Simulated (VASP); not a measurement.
A VASP calculation is set up with these files.

### INCAR
```
ALGO=Normal
EDIFF=1E-6
ENCUT=300
ISIF=2
ISMEAR=0
LASPH=.TRUE.
LCHARG=.FALSE.
LMAXMIX=4
LREAL=.FALSE.
LWAVE=.FALSE.
NELM=100
PREC=Accurate
SIGMA=0.01
SYSTEM=CdTe
```

### POSCAR
```
CdTe
4.633270
  1.0000000000   0.0000000000   0.0000000000
 -0.5000000000   0.8660255068   0.0000000000
  0.0000000000   0.0000000000   1.6408346589
Cd Te
2 2
Cartesian
 -0.0000005000   0.5773506266   0.0005907005
  0.5000005000   0.2886748803   0.8210080299
 -0.0000005000   0.5773506266   0.6147222966
  0.5000005000   0.2886748803   1.4351396261
```

### KPOINTS
```
Automatic mesh
0
gamma
 2 2 1
0 0 0
```

POTCAR, in this order: Cd Te (LDA.64 set). Program: vasp_std.

Question: Translate this LDA calculation to Ansatz.

Answer: One equivalent input (not run):
Ansatz 0.2 input:
```yaml
crystal:
  lattice:
    - [4.6332700, 0.0000000, 0.0000000]
    - [-2.3166350, 4.0125300, 0.0000000]
    - [0.0000000, 0.0000000, 7.6024300]
  atoms:
    - { symbol: Cd, position: [0.3333330, 0.6666670, 0.0003600] }
    - { symbol: Cd, position: [0.6666670, 0.3333330, 0.5003600] }
    - { symbol: Te, position: [0.3333330, 0.6666670, 0.3746400] }
    - { symbol: Te, position: [0.6666670, 0.3333330, 0.8746400] }
kpoints:
  mp_grid: { grid: [2, 2, 1] }
hamiltonian:
  xc: lda
  pseudopotentials: { kind: paw }
scf:
  occupations: { method: gaussian, width: 0.01 }
  max_iter: 100
output: { forces: true, stress: true, eigenvalues: true }
```
Limits of the translation: each code has its own PAW files, so the cut-off isn't converted (ENCUT is set for VASP's; basis.ecutwfc is left out, and Ansatz then takes the one that its files recommend); Ansatz stops its SCF on the density residual and VASP on the energy change (EDIFF); Ansatz's lda is the Perdew-Wang form, while the LDA potentials of VASP carry Perdew-Zunger's.

The structure comes from a computed database's CdTe entry (P6_3mc); how it stands against other phases isn't given here. The cell was not relaxed at this level. The k-mesh is coarse (spacing up to 0.83 per Å, 2π included), so the numbers may not be converged in it. The run is one of a series of settings (KPOINTS 2×2×1 Γ-centred mesh against the base run), some of them coarse on purpose.
